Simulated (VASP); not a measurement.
An input for Ansatz (written as the equivalent of a VASP run, and not itself run):

Ansatz 0.2 input:
```yaml
crystal:
  lattice:
    - [1.2712230, -2.2018231, 0.0000000]
    - [1.2712230, 2.2018231, 0.0000000]
    - [0.0000000, 0.0000000, 4.2050197]
  atoms:
    - { symbol: B, position: [0.6666670, 0.3333330, 0.5002486] }
    - { symbol: B, position: [0.3333330, 0.6666670, 0.0002486] }
    - { symbol: N, position: [0.6666670, 0.3333330, 0.8747514] }
    - { symbol: N, position: [0.3333330, 0.6666670, 0.3747514] }
kpoints:
  mp_grid: { grid: [10, 10, 5] }
hamiltonian:
  xc: pbesol
  pseudopotentials: { kind: paw }
scf:
  occupations: { method: gaussian, width: 0.05 }
  max_iter: 100
relax:
  max_steps: 40
  f_tol: 0.02
  cell: { p_target: 5 }
output: { forces: true, stress: true, eigenvalues: true }
```

Q: Translate this input to VASP (INCAR, KPOINTS, POSCAR, choice of POTCAR).

A: This is not unique; one that fits is 
**INCAR**
```
ALGO = Normal   ! blocked Davidson
PREC = Accurate
LASPH = .TRUE.   ! aspherical one-centre terms
LCHARG = .FALSE.
EDIFF = 1E-6   ! SCF stop (eV)
NSW = 40   ! most ionic steps
SIGMA = 0.05
LREAL = .FALSE.   ! projection in real space or not
IBRION = 2   ! conjugate gradients
PSTRESS = 50
NELM = 100   ! most electronic steps
ISIF = 3   ! ions, shape and volume
SYSTEM = BN
EDIFFG = -0.02   ! ionic stop
GGA = PS
LWAVE = .FALSE.
ISMEAR = 0   ! Gaussian
ENCUT = 620
```

### KPOINTS
```
Automatic
0
Gamma
  10 10 5
0 0 0
```

### POSCAR
```
BN
1.0
  1.2712230378  -2.2018231076   0.0000000000
  1.2712230378   2.2018231076   0.0000000000
  0.0000000000   0.0000000000   4.2050197319
B N
2 2
Direct
  0.6666670000   0.3333330000   0.5002486094
  0.3333330000   0.6666670000   0.0002486094
  0.6666670000   0.3333330000   0.8747513906
  0.3333330000   0.6666670000   0.3747513906
```

POTCAR, in this order: B N (PBE.64 set). Program: vasp_std.

What does not carry over: each code has its own PAW files, so the cut-off isn't converted (ENCUT is set for VASP's; basis.ecutwfc is left out, and Ansatz then takes the one that its files recommend); Ansatz stops its SCF on the density residual and VASP on the energy change (EDIFF).

The compound is BN in the wurtzite structure, a metastable high-pressure form. This run relaxes it under an external pressure of 5 GPa. Symmetry was kept, so distortions that lower it aren't found.
